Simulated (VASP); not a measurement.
## PtSe2: stress against strain

PtSe2 (1T layered, P-3m1, 19.936 Å³/atom and stress up to 0.20 GPa in the relaxed cell, c along z) under an equal strain ε along x and y, with z held. PBEsol in VASP (plane waves, PAW), 480 eV, 10×10×6 Γ-centred mesh, Methfessel-Paxton smearing 0.10 eV; ions are relaxed, or left where forces stay under 0.02 eV/Å, within the symmetry of each cell. Against the start cell, which lies near the measured one, the relaxed cell differs by -2.3 % in volume and -3.6 % in c; the values below rest on it. Stress is positive for a compressed cell.

Here s stands for strain and y for stress xx.

```
strain (%)  stress xx (GPa)
----------  ---------------
-1.50                  4.13
-1.00                  2.75
-0.50                  1.43
0.00                   0.13
0.50                  -1.08
1.00                  -2.27
1.50                  -3.37
3.00                      ?
```

Problem. Using a straight line, estimate the missing y at s = 3.00 from the other rows, showing the fit.

Solution. Means: s 0, y 0.246. About the means, the sum of products is -17.525 and the sum of squares of s is 7.0000; the slope is their ratio. Least squares gives y = 0.246 - 2.5036·s. Residuals (row less fit): 0.129, 0.000, -0.068, -0.116, -0.074, -0.012, 0.139; standard error 0.109 (degrees of freedom: 5). The slope gives the elastic constants C11 + C12 = 250 ± 4 GPa (± standard error of the fit, which holds the terms cut off). At the withheld row, y = 0.246 - 2.5036 × 3.0 = -7.265 GPa. The calculation gives -6.47 GPa, 0.795 GPa above the prediction (7.5 % of the range of y in the table). The row lies outside the fitted rows, so this is an extrapolation. From the scatter of the fitted rows alone, a prediction at this place has a standard error of 0.170 GPa, so the miss is 4.7 times that.

A polynomial of degree 2 through the 12 other runs of the series gives -6.48 there, so most of the miss is curvature that the fit leaves out. This level leaves no gap over 0.05 eV at strain -1.50, -1.00, -0.50, 0.00, 0.50, 1.00, 1.50, 3.00 %. Spin-orbit coupling is left out, which can shift these values for the heavy elements here. For PtSe2: without a dispersion term in the relaxation, distances and binding between the weakly bound layers, chains or molecules are unreliable, and so is what depends on them. Rows are the converged runs of the series near zero and its far end, less any whose ions stayed unrelaxed beside relaxed ones; series whose fitted rows scatter by over a few per cent of the range, as at a crossing or softening among them, aren't shown in this form. Most that stay on the fit to the last digits aren't either.
